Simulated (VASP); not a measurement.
Output of a VASP run:

**OSZICAR**
```
       N       E                     dE             d eps       ncg     rms          rms(c)
DAV:   1     0.101167591940E+03    0.10117E+03   -0.13171E+04   870   0.146E+03
DAV:   2    -0.323319785216E+02   -0.13350E+03   -0.12995E+03  1150   0.321E+02
DAV:   3    -0.357333396936E+02   -0.34014E+01   -0.33994E+01  1087   0.517E+01
DAV:   4    -0.357503767882E+02   -0.17037E-01   -0.17035E-01  1122   0.400E+00
DAV:   5    -0.357505102779E+02   -0.13349E-03   -0.13349E-03  1087   0.316E-01    0.568E+01
DAV:   6    -0.301765245800E+02    0.55740E+01   -0.28074E+01   947   0.395E+01    0.482E+01
DAV:   7    -0.301084257798E+02    0.68099E-01   -0.68840E-01  1108   0.788E+00    0.305E+01
DAV:   8    -0.300928816480E+02    0.15544E-01   -0.13768E-01  1087   0.412E+00    0.541E+00
DAV:   9    -0.300856246469E+02    0.72570E-02   -0.31381E-02  1073   0.156E+00    0.163E+00
DAV:  10    -0.300856499249E+02   -0.25278E-04   -0.38117E-03  1010   0.506E-01    0.265E-01
DAV:  11    -0.300856312642E+02    0.18661E-04   -0.25794E-04  1038   0.142E-01    0.203E-01
DAV:  12    -0.300856377559E+02   -0.64917E-05   -0.41187E-05  1116   0.496E-02    0.448E-02
DAV:  13    -0.300856386545E+02   -0.89854E-06   -0.19752E-06  1108   0.117E-02    0.118E-02
DAV:  14    -0.300856387712E+02   -0.11671E-06   -0.18895E-07   791   0.390E-03    0.444E-03
DAV:  15    -0.300856388206E+02   -0.49430E-07   -0.29956E-08   631   0.153E-03
   1 F= -.30863258E+02 E0= -.30863258E+02  d E =-.126489E-17
```

**OUTCAR**
```
------------------------ aborting loop because EDIFF is reached ----------------------------------------
 Edisp (eV)   -0.77762
  FORCE on cell =-STRESS in cart. coord.  units (eV):
  Direction    XX          YY          ZZ          XY          YZ          ZX
  --------------------------------------------------------------------------------------
  Total       3.46299     3.46299     3.46299    -0.00000     0.00000     0.00000
  in kB     183.55157   183.55157   183.55157    -0.00000     0.00000     0.00000
  external pressure =      183.55 kB  Pullay stress =        0.00 kB
  volume of cell :       30.23
      direct lattice vectors                 reciprocal lattice vectors
     0.000000000  2.472433044  2.472433044    -0.202229946  0.202229946  0.202229946
     2.472433044  0.000000000  2.472433044     0.202229946 -0.202229946  0.202229946
     2.472433044  2.472433044  0.000000000     0.202229946  0.202229946 -0.202229946
 POSITION                                       TOTAL-FORCE (eV/Angst)
 -----------------------------------------------------------------------------------
      0.00000      0.00000      0.00000        -0.000000     -0.000000      0.000000
      1.23622      1.23622      1.23622         0.000000      0.000000      0.000000
      3.70865      3.70865      3.70865        -0.000000     -0.000000     -0.000000
 -----------------------------------------------------------------------------------
    total drift:                                0.000000      0.000000      0.000000
  FREE ENERGIE OF THE ION-ELECTRON SYSTEM (eV)
  ---------------------------------------------------
  free  energy   TOTEN  =       -30.8632581903 eV

  energy  without entropy=      -30.8632581903  energy(sigma->0) =      -30.86325819
```
(Selected blocks of OUTCAR.)

POSCAR:
```
HfO2
1
    0.0000000000     2.4724330436     2.4724330436
    2.4724330436     0.0000000000     2.4724330436
    2.4724330436     2.4724330436     0.0000000000
Hf O
1 2
Direct
  0.0000000000   0.0000000000   0.0000000000
  0.2500000000   0.2500000000   0.2500000000
  0.7500000000   0.7500000000   0.7500000000
```

Reconstruct the remaining input files.

This is not unique; one that fits is the input of the run itself, PBE GGA with D3 dispersion (Becke-Johnson damping), plane waves, VASP's PBE PAW potentials (set 64).

INCAR:
```
SYSTEM = HfO2
PREC = Accurate
ENCUT = 520
EDIFF = 1E-7
NELM = 100
ALGO = Normal
LREAL = .FALSE.
LASPH = .TRUE.
ISMEAR = 0
SIGMA = 0.05
GGA = PE
IVDW = 12
LMAXMIX = 6
LWAVE = .FALSE.
LCHARG = .FALSE.
ISIF = 2
```

**KPOINTS**
```
K-points
0
gamma
 8 8 8
0 0 0
```

POTCAR, in this order: Hf_pv O (PBE.64 set). Program: vasp_std.

The compound is HfO2 in the fluorite structure, the high-temperature cubic form, which is unstable at 0 K; the monoclinic form is the stable one. This cell is one point of a volume scan, at 0.94 of the reference volume.
